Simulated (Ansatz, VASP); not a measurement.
## SiO2 in two plane-wave programs

Aim: how closely do two programs agree when they are given the same cell, functional and k mesh? The cell is taken from a series of runs on this material, whose earlier steps may have relaxed, scaled, displaced or heated it; both programs get it as it stands.

Program: Ansatz 0.2.0. Level of theory: plane waves, with VASP 6.6.1 beside it; PBE with D3(BJ). Results are calculated unless marked as measured.

### 1. The structure

The structure is trigonal, space group P3_221 (No. 154). The conventional cell has a = 4.917 Å, b = 4.917 Å, c = 5.422 Å, α = 90.00°, β = 90.00°, γ = 120.00°. Nearest to Si lie 4 O at 1.62 to 1.63 Å. Nearest to O lie 2 Si at 1.62 to 1.63 Å. Farther neighbours and most contacts between anions are not listed.

### 2. Ansatz: relaxation of cell and atoms, PBE with D3(BJ)

Ansatz runs on its default PAW (the set named soft_2) files.

The relaxed volume is the usual yardstick between codes: in a stiff, nearly cubic crystal its relative difference is about their pressure difference at one cell divided by the bulk modulus.

input.yaml

```yaml
crystal:
  lattice:
    - [4.9168817002, 0.0, 0.0]
    - [-2.4584408501, 4.2581444598, 0.0]
    - [0.0, 0.0, 5.4218541416]
  atoms:
    - { symbol: Si, position: [0.466249245, 0.0, 0.6666666667] }
    - { symbol: Si, position: [0.0, 0.466249245, 0.3333333333] }
    - { symbol: Si, position: [0.533750755, 0.533750755, 0.0] }
    - { symbol: O, position: [0.4102044962, 0.2736980452, 0.7799915607] }
    - { symbol: O, position: [0.7263019548, 0.136506451, 0.4466582274] }
    - { symbol: O, position: [0.863493549, 0.5897955038, 0.113324894] }
    - { symbol: O, position: [0.2736980452, 0.4102044962, 0.2200084393] }
    - { symbol: O, position: [0.136506451, 0.7263019548, 0.5533417726] }
    - { symbol: O, position: [0.5897955038, 0.863493549, 0.886675106] }
kpoints:
  mp_grid: { grid: [6, 6, 4] }
hamiltonian:
  xc: pbe
  dispersion: d3bj
scf:
  occupations: { method: fixed }
output:
  forces: true
  stress: true
  eigenvalues: true
relax:
  adjacent_minimum: "off"
  f_tol: 0.001
  max_steps: 60
  cell: { stress_tol: 0.01 }
```

The run is started by

```
> ansatz run input.yaml --threads 8 --pin off --max-ram 15360MiB --backend cpu --events-out ev --progress --plain --runs-dir out
```

Numbers of over 12 decimals in the logs are rounded to 6 here.

What it wrote:

```text
Engine: ansatz 0.2.0, x86_64-unknown-linux-gnu
Pseudopotentials: kind: paw
Pseudopotential: Si, paw, valence charge 4, recommended cutoff 420 eV (normal), Si.paw.azcp
Pseudopotential: O, paw, valence charge 6, recommended cutoff 420 eV (normal), O.paw.azcp
Functional definition: PBE
  parameter kappa = 0.804
  parameter beta = 0.066725
  exchange = pbe_x(kappa = kappa, mu = beta*pi^2/3)
  correlation = pbe_c(beta = beta)
Crystal: 9 atoms, lattice volume = 113.516 Å³
Basis set: ecut = 420 eV, 2209 PW (Γ), exchange–correlation on 72×72×80 points (8 copies of the dense FFT grid, shifted against one another)
Bands: 33, of which v1, the nominal top of the filled ones, is band 24 counted from 1 (23 counted from 0)
Symmetry: 6 space group operations
Space group: P3221 (ITA 154), of the structure as read, at distance tolerance 4.8e-5 Å
k-points: 24 of 144 (time reversal used)
Non-local potential: Si, projectors of the file, l = 0: 2, l = 1: 2, l = 2: 2
Non-local potential: O, projectors of the file, l = 0: 2, l = 1: 2, l = 2: 1
PAW form: soft (Blöchl's): semilocal exchange-correlation on the pseudo side does not see the compensation charge
PAW one-centre angular grid: Si, 110 points (default); XC on 64 Gauss nodes
PAW one-centre angular grid: O, 110 points (default); XC on 64 Gauss nodes
Initial density: superposition of atomic densities (neutral atoms: chi_scale 0, normalization atom), corrected by the library's trained network
Initial wavefunctions: pseudopotential atomic-orbital guess
Functional: x = pbe(κ = 0.804, μ = 0.219515), c = pbe(β = 0.066725)
SCF iter   1: F=—  HF=-5323.459636 eV  |F-HF|=—  |Δ(HF+E_count)|=         —  Δρ=1.29e-3  dr2=9.53e-4  ethr=1.77e-3  ⟨swp⟩=4.9  Hψ=3591  notcnv=0  defer=153
preconditioner: auto → Resta (q_TF=auto, 2.364 Å⁻¹)  ε∞=3.1  [insulator: Δε(μ)=5.832 eV  Ē_g=16.802 eV  n_scr=22 (ndim 8)  ℏωp=24.1 eV  f_vac=0.104  ε∞_Penn≈3.1]
SCF iter   2: F=—  HF=-5323.461426 eV  |F-HF|=—  |Δ(HF+E_count)|=   1.79e-3  Δρ=5.69e-4  dr2=1.31e-4  ethr=1.99e-6  ⟨swp⟩=2.0  Hψ=1485  notcnv=0  defer=166
SCF iter   3: F=—  HF=-5323.461922 eV  |F-HF|=—  |Δ(HF+E_count)|=   4.96e-4  Δρ=2.24e-4  dr2=3.11e-5  ethr=2.73e-7  ⟨swp⟩=2.0  Hψ=1203  notcnv=0  defer=166
SCF iter   4: F=—  HF=-5323.462004 eV  |F-HF|=—  |Δ(HF+E_count)|=   8.21e-5  Δρ=3.80e-5  dr2=1.56e-6  ethr=6.48e-8  ⟨swp⟩=2.1  Hψ=1293  notcnv=0  defer=164
SCF iter   5: F=—  HF=-5323.462008 eV  |F-HF|=—  |Δ(HF+E_count)|=   3.52e-6  Δρ=1.11e-5  dr2=1.70e-7  ethr=3.25e-9  ⟨swp⟩=2.1  Hψ=1127  notcnv=0  defer=165
SCF iter   6: F=-5323.462008 eV  HF=-5323.462008 eV  |F-HF|=1.24e-8  |Δ(HF+E_count)|=   5.19e-7  Δρ=2.54e-6  dr2=5.29e-9  ethr=2.08e-10  ⟨swp⟩=13.3  Hψ=4732  notcnv=0
SCF 1 converged in 6 iterations: F = -5323.462008 eV  dr2 = 5.29e-9
[...]
SCF iter   4: F=-5323.462032 eV  HF=-5323.462032 eV  |F-HF|=2.73e-12  |Δ(HF+E_count)|=  9.82e-11  Δρ=4.54e-8  dr2=1.25e-12  ethr=1.00e-12  ⟨swp⟩=14.4  Hψ=5234  notcnv=0
SCF 4 converged in 4 iterations: F = -5323.462032 eV  dr2 = 1.25e-12
relax step   4: F+E_penalty+E_count = -5323.46203248 eV  Δ(F+E_penalty+E_count) = -1.294e-4 eV  max|allowed force component| = 6.561e-4 eV/Å  Δτ_max = 0.0000 Å  P = -0.002 GPa  Ω = 113.545 Å³  stress off target by 3.06e-3 GPa  SCF on the basis re-selected at this cell (its energy is not comparable with the rows above)  (4 SCF iters)
basis re-selected at this cell: Δ(F+E_penalty+E_count) = -1.294e-4 eV, ΔP = +0.002 GPa vs the last step (what re-selecting the basis moved, of the pressure what is left beyond the Pulay correction that the steps carried, after the strain that the cell walked since its last selection, with what the two solves' SCF thresholds leave and, on support functions, any second-order correction that the steps lacked; it is no m [...]
SCF converged after 4 iterations
Free energy (F): -5323.462032 eV
Harris-Foulkes:  -5323.462032 eV  (|F-HF|=2.73e-12)
Internal energy: -5323.462032 eV  (E = F + TS)
E sigma→0 (E₀):  -5323.462032 eV
Fermi energy:    2.518830 eV
--- Per-component energies (eV) ---
  E_band       = -202.664750
  E_kinetic    = 1205.766222
  E_local      = -2911.580391  (includes V_loc(G=0)·N_el)
  E_nonlocal   = 359.941545
  E_hartree    = 1041.727445
  E_xc         = -612.550097
  E_vxc        = -710.990695  (∫ρ·V_xc dr)
  E_paw        = -2493.265466  (= ΣΔE_a)
  E_vpaw       = -229.271904  (= ΣTr[D̂ρ^β])
  E_aug_tail   = 0.015548  (compensation charges beyond the density's cutoff)
  E_ewald      = -1912.233676
  E_disp       = -1.283161  (pairwise vdW)
  E_smearing   = -0.000000  (= −TS)
  E_closure    = -0.000000  (closes the sum)
  Σ components = -5323.462032   (vs F -5323.462032, Δ=0.00e0)
--- Forces (eV/Å), atoms counted from 1 ---
  atom   1  Si    -0.00027648    -0.00000000    -0.00000000
  atom   2  Si     0.00013824    -0.00023943     0.00000000
  atom   3  Si     0.00013824     0.00023943     0.00000000
  atom   4  O      0.00042784    -0.00022269     0.00065614
  atom   5  O     -0.00002107     0.00048187     0.00065614
  atom   6  O     -0.00040678    -0.00025918     0.00065614
  atom   7  O     -0.00040678     0.00025918    -0.00065614
  atom   8  O      0.00042784     0.00022269    -0.00065614
  atom   9  O     -0.00002107    -0.00048187    -0.00065614
  max |Σ_I F_I| component: 3.65e-17 eV/Å
--- Stress (GPa, compression-positive) ---
       -0.001080       0.000000      -0.000000
        0.000000      -0.001080       0.000000
       -0.000000       0.000000      -0.003059
  P = ⅓ Tr σ = -0.0017 GPa (-0.017 kbar)
--- Band table (eV; the first three rows and the last of 24) ---
  k-point 0: bands = [... 20 lower, 1.5004, 1.7180, 2.2414, 2.2414, 8.3520, 11.7148, 11.7148, 12.2858, ... 5 higher]
  k-point 1: bands = [... 20 lower, 1.4219, 1.8828, 2.3285, 2.4070, 8.9575, 11.5570, 11.6284, 11.7600, ... 5 higher]
  k-point 2: bands = [... 20 lower, 1.2939, 2.2375, 2.2375, 2.4477, 10.3186, 10.3186, 11.5694, 12.1113, ... 5 higher]
  k-point 23: bands = [... 20 lower, 1.6082, 1.7894, 1.9735, 1.9735, 11.2031, 12.1185, 12.1185, 12.4645, ... 5 higher]
--- Relaxed structure (3 steps of the walk, 3 accepted, 1 SCFs on fresh bases) ---
  F+E_penalty+E_count = -5323.46203248 eV   max|allowed force component| = 6.561e-4 eV/Å   (the final SCF, on the basis selected at the relaxed cell)
  cell:  # Å, volume = 113.5447 Å³
    - [4.916980, 0.0, 0]
    - [-2.458490, 4.258230, 0]
    - [0, 0, 5.422998]
  atoms:
    - { symbol: Si, position: [0.466279, 0.0, 0.666667] }
    - { symbol: Si, position: [8.326672684688674e-17, 0.466279, 0.333333] }
    - { symbol: Si, position: [0.533721, 0.533721, 0] }
    - { symbol: O, position: [0.410224, 0.273669, 0.780029] }
    - { symbol: O, position: [0.726331, 0.136555, 0.446696] }
    - { symbol: O, position: [0.863445, 0.589776, 0.113362] }
    - { symbol: O, position: [0.273669, 0.410224, 0.219971] }
    - { symbol: O, position: [0.136555, 0.726331, 0.553304] }
    - { symbol: O, position: [0.589776, 0.863445, 0.886638] }
```

In the SCF lines HF is the Harris–Foulkes energy and dr2 the Hartree energy of the density residual, in eV; the loop may stop once dr2 is under the threshold and the program's other checks hold. Hψ counts applications of the Hamiltonian.

### 3. VASP: relaxation of cell and atoms, PBE with D3(BJ)

The same cell, functional and mesh now go to VASP, with its own data sets.

Lines of VASP's logs that name or quote its potential files are left out, and so is its time.

INCAR

```
SYSTEM = SiO2
PREC = Accurate
ENCUT = 600
EDIFF = 1E-07
NELM = 120
ISMEAR = 0
SIGMA = 0.01
LREAL = .FALSE.
ALGO = Normal
GGA = PE
IVDW = 12
NBANDS = 33
LORBIT = 11
LWAVE = .FALSE.
LCHARG = .FALSE.
ISIF = 3
IBRION = 2
NSW = 80
EDIFFG = -0.005
LASPH = .TRUE.
GGA_COMPAT = .FALSE.
NELMIN = 4
EFERMI = MIDGAP
KPAR = 2
```

POSCAR

```
SiO2
1.0
    4.9168820000      0.0000000000      0.0000000000
   -2.4584410000      4.2581440000      0.0000000000
    0.0000000000      0.0000000000      5.4218540000
Si O
3 6
Direct
    0.4662492009      0.0000001204      0.6666666667
    0.0000000000      0.4662493213      0.3333333333
    0.5337507991      0.5337509195      1.0000000000
    0.4102045218      0.2736981299      0.7799915552
    0.7263019905      0.1365066327      0.4466582218
    0.8634934877      0.5897955986      0.1133248885
    0.2736980095      0.4102046422      0.2200084448
    0.1365065123      0.7263021109      0.5533417782
    0.5897954782      0.8634936081      0.8866751115
```

KPOINTS

```
Automatic mesh
0
Gamma
6 6 4
0 0 0
```

Potentials, in the order of the species: Si and O (PBE family, release 64).

The run is started by

```
> mpirun -np 2 vasp_std
```

What it wrote:

```text
[banner, memory and clock lines left out]
running    2 mpi-ranks, on    1 nodes
 distrk:  each k-point on    1 cores,    2 groups
 distr:  one band on    1 cores,    1 groups

 POSCAR found type information on POSCAR SiO
 POSCAR found :  2 types and       9 ions
 LDA part: xc-table for (Slater+PW92), standard interpolation
 POSCAR, INCAR and KPOINTS ok, starting setup
 FFT: planning ... GRIDC
 FFT: planning ... GRID_SOFT
 FFT: planning ... GRID
 WAVECAR not read
 entering main loop
       N       E                     dE             d eps       ncg     rms          rms(c)
DAV:   1     0.302373965725E+03    0.30237E+03   -0.27219E+04  1584   0.150E+03
DAV:   2    -0.600839440367E+02   -0.36246E+03   -0.34977E+03  2036   0.321E+02
DAV:   3    -0.801129692568E+02   -0.20029E+02   -0.19946E+02  2000   0.801E+01
DAV:   4    -0.803405698162E+02   -0.22760E+00   -0.22736E+00  1983   0.950E+00
DAV:   5    -0.803440729546E+02   -0.35031E-02   -0.35019E-02  1984   0.116E+00    0.248E+01
DAV:   6    -0.710607051188E+02    0.92834E+01   -0.35691E+01  1897   0.321E+01    0.118E+01
DAV:   7    -0.710926953582E+02   -0.31990E-01   -0.10182E+00  1936   0.501E+00    0.433E+00
DAV:   8    -0.710968525752E+02   -0.41572E-02   -0.46307E-02  1967   0.167E+00    0.165E+00
DAV:   9    -0.711096899077E+02   -0.12837E-01   -0.24613E-02  1832   0.116E+00    0.334E-01
DAV:  10    -0.711112047177E+02   -0.15148E-02   -0.32990E-03  1990   0.312E-01    0.101E-01
DAV:  11    -0.711111484347E+02    0.56283E-04   -0.89935E-04  1976   0.177E-01    0.160E-02
DAV:  12    -0.711111555545E+02   -0.71198E-05   -0.25055E-05  1991   0.298E-02    0.145E-02
DAV:  13    -0.711111569752E+02   -0.14208E-05   -0.11608E-05  1952   0.189E-02    0.379E-03
DAV:  14    -0.711111575975E+02   -0.62224E-06   -0.55853E-07  1974   0.432E-03    0.759E-04
DAV:  15    -0.711111575969E+02    0.53842E-09   -0.29981E-08  1392   0.998E-04
   1 F= -.72394446E+02 E0= -.72394446E+02  d E =-.723944E+02
[... from here on, the cycles between the ionic steps are left out ...]
   2 F= -.72394455E+02 E0= -.72394455E+02  d E =-.905852E-05
   3 F= -.72394482E+02 E0= -.72394482E+02  d E =-.361786E-04
   4 F= -.72394507E+02 E0= -.72394507E+02  d E =-.248317E-04
   5 F= -.72394509E+02 E0= -.72394509E+02  d E =-.266694E-04
   6 F= -.72394521E+02 E0= -.72394521E+02  d E =-.119553E-04
   7 F= -.72394524E+02 E0= -.72394524E+02  d E =-.150819E-04
   8 F= -.72394527E+02 E0= -.72394527E+02  d E =-.289092E-05
 ZBRENT: can't locate minimum, use default step
 trial-energy change:   -0.000003  1 .order   -0.000003   -0.000003   -0.000003
 step:   1.0916(harm=  5.2708)  dis= 0.00024  next Energy=   -72.394553 (dE=-0.290E-04)
 bond charge predicted
       N       E                     dE             d eps       ncg     rms          rms(c)
DAV:   1    -0.711104377611E+02    0.13146E-03   -0.18897E-03  1586   0.273E-01    0.157E-02
DAV:   2    -0.711104371193E+02    0.64172E-06   -0.43664E-05  2013   0.394E-02    0.550E-03
DAV:   3    -0.711104365037E+02    0.61560E-06   -0.12162E-06  1990   0.735E-03    0.245E-03
DAV:   4    -0.711104363825E+02    0.12128E-06   -0.38434E-07  1955   0.422E-03    0.660E-04
DAV:   5    -0.711104364240E+02   -0.41544E-07   -0.51697E-08  1082   0.146E-03
   9 F= -.72394535E+02 E0= -.72394535E+02  d E =-.106733E-04
 curvature:  -0.84 expect dE=-0.754E-05 dE for cont linesearch -0.516E-05
 trial: gam= 0.05428 g(F)=  0.701E-05 g(S)=  0.202E-05 ort = 0.847E-05 (trialstep = 0.437E+00)
 search vector abs. value=  0.998E-05
 reached required accuracy - stopping structural energy minimisation
```

Parts of OUTCAR (step 3):

```text
ion  position               nearest neighbor table
   1  0.466  0.000  0.667-   4 1.62   8 1.62   9 1.63   5 1.63   3 3.06   2 3.06   3 3.06   2 3.06

  LATTYP: Found a hexagonal cell.
 ALAT       =     4.9168820000
 C/A-ratio  =     1.1027016715

 Subroutine GETGRP returns: Found  6 space group operations
 (whereof  2 operations were pure point group operations)

The static configuration has the point symmetry C_2 .
 The point group associated with its full space group is D_3 .

 Found     24 irreducible k-points:

   k-points           NKPTS =     24   k-points in BZ     NKDIM =     24   number of bands    NBANDS=     33

   dimension x,y,z NGX =    40 NGY =   40 NGZ =   48
   dimension x,y,z NGXF=    80 NGYF=   80 NGZF=   96

   ENCUT  =  600.0 eV  44.10 Ry    6.64 a.u.   9.82  9.82 10.83*2*pi/ulx,y,z

   NELECT =      48.0000    total number of electrons

 k-points in reciprocal lattice and weights: Automatic mesh
   0.00000000  0.00000000  0.00000000       0.007
   0.16666667  0.00000000  0.00000000       0.042
   0.33333333  0.00000000  0.00000000       0.042
   0.50000000  0.00000000  0.00000000       0.021
   0.16666667  0.16666667  0.00000000       0.042
   0.33333333  0.16666667  0.00000000       0.083
   0.33333333  0.33333333  0.00000000       0.014
   0.00000000  0.00000000  0.25000000       0.014
   0.16666667  0.00000000  0.25000000       0.042
[...]
0.33333333  0.16666667  0.50000000       0.083
   0.33333333  0.33333333  0.50000000       0.014

 Edisp (eV)   -1.28396

 average (electrostatic) potential at core
       1 -86.5399       2 -86.5399       3 -86.5399       4 -72.3832       5 -72.3832
       6 -72.3832       7 -72.3832       8 -72.3832       9 -72.3832

 E-fermi :   4.0024

 k-point     1 :       0.0000    0.0000    0.0000
  band No.  band energies     occupation
    ...
     20       0.0681      2.00000
     21       0.0681      2.00000
     22       0.2830      2.00000
     23       0.8032      2.00000
     24       0.8032      2.00000
     25       6.9228      0.00000
     26      10.2687      0.00000
     27      10.2687      0.00000
     28      10.8432      0.00000
     29      10.8432      0.00000
    ...

 k-point     2 :       0.1667    0.0000    0.0000
  band No.  band energies     occupation
    ...
     20       0.0172      2.00000
     21       0.0862      2.00000
     22       0.2350      2.00000
     23       0.8409      2.00000
     24       0.8776      2.00000
     25       7.3547      0.00000
     26      10.2617      0.00000
     27      10.3198      0.00000
     28      10.7948      0.00000
     29      10.9556      0.00000
    ...

 k-point     3 :       0.3333    0.0000    0.0000
  band No.  band energies     occupation
    ...
     20       0.0024      2.00000
     21       0.0911      2.00000
     22       0.2943      2.00000
     23       0.8472      2.00000
     24       0.9902      2.00000
     25       8.3631      0.00000
     26      10.2800      0.00000
     27      10.3329      0.00000
     28      10.8596      0.00000
     29      11.2936      0.00000
    ...

 Edisp (eV)   -1.28410

  Total      -0.01131    -0.01131    -0.01099    -0.00000     0.00000     0.00000
  in kB      -0.15975    -0.15975    -0.15523    -0.00000     0.00000     0.00000
  external pressure =       -0.16 kB  Pullay stress =        0.00 kB

  energy-cutoff  :      600.00
  volume of cell :      113.45
      direct lattice vectors                 reciprocal lattice vectors
     4.915146091 -0.000000000  0.000000000     0.203452752  0.117463521 -0.000000000
    -2.457573046  4.256640660  0.000000000     0.000000000  0.234927042 -0.000000000
     0.000000000  0.000000000  5.422741403    -0.000000000 -0.000000000  0.184408572

 POSITION                                       TOTAL-FORCE (eV/Angst)
 -----------------------------------------------------------------------------------
      2.28994      0.00000      3.61516         0.002585      0.000000      0.000000
     -1.14497      1.98315      1.80758        -0.001293      0.002239      0.000000
      1.31260      2.27349      0.00000        -0.001293     -0.002239      0.000000
      1.34347      1.16634      4.22974        -0.002939      0.002778     -0.002126
      3.23334      0.58031      2.42216        -0.000936     -0.003934     -0.002126
      2.79591      2.51000      0.61458         0.003875      0.001156     -0.002126
      0.33834      1.74665      1.19300         0.003875     -0.001156      0.002126
     -1.11410      3.09031      3.00058        -0.002939     -0.002778      0.002126
      0.77576      3.67633      4.80816        -0.000936      0.003934      0.002126
 -----------------------------------------------------------------------------------
    total drift:                                0.001366     -0.001075     -0.000205

  FREE ENERGIE OF THE ION-ELECTRON SYSTEM (eV)
  ---------------------------------------------------
  free  energy   TOTEN  =       -72.3945345588 eV

  energy  without entropy=      -72.3945345588  energy(sigma->0) =      -72.39453456

 reached required accuracy - stopping structural energy minimisation

 total charge
# of ion       s       p       d       tot
------------------------------------------
    1        0.643   0.986   0.000   1.628
    2        0.643   0.986   0.000   1.628
    3        0.643   0.986   0.000   1.628
    4        1.546   3.689   0.000   5.236
    5        1.546   3.689   0.000   5.236
    6        1.546   3.689   0.000   5.236
    7        1.546   3.689   0.000   5.236
    8        1.546   3.689   0.000   5.236
    9        1.546   3.689   0.000   5.236
--------------------------------------------------
tot         11.207  25.093   0.000  36.300

[... 3 further parts left out ...]
```

The run keeps the 6 symmetry operations of its start, so it cannot find a distortion of lower symmetry.

### 4. Differences

Known differences besides the potentials themselves: fixed occupations in Ansatz, narrow Gaussian smearing in VASP; the cutoff is 420 eV in Ansatz and 600 eV in VASP; Ansatz adds a Pulay correction to the stress that steers its cell, VASP none. Total energies have different zeros and are not compared.

Compared:

```
                                         quantity  Ansatz    VASP  difference
                                      volume (Å³)  113.54  113.45     +0.08 %
edge a after relaxation, in the typed setting (Å)   4.917   4.915     +0.04 %
edge c after relaxation, in the typed setting (Å)   5.423   5.423     +0.01 %
```

(Part 1 of 2 ends here.)

[Lines on the potential files, build, host, timing and source positions are cut from VASP's logs without a mark.]

[Logs are printed without paths, hosts, clocks, repeated set-up lines and the standing remarks that a program may print on its own settings, such as how far it seeks lower states.]

[Hosts, paths, dates, database ids (printed as entryN), source tags and the programs' standing remarks are cut or masked in the printed files.]
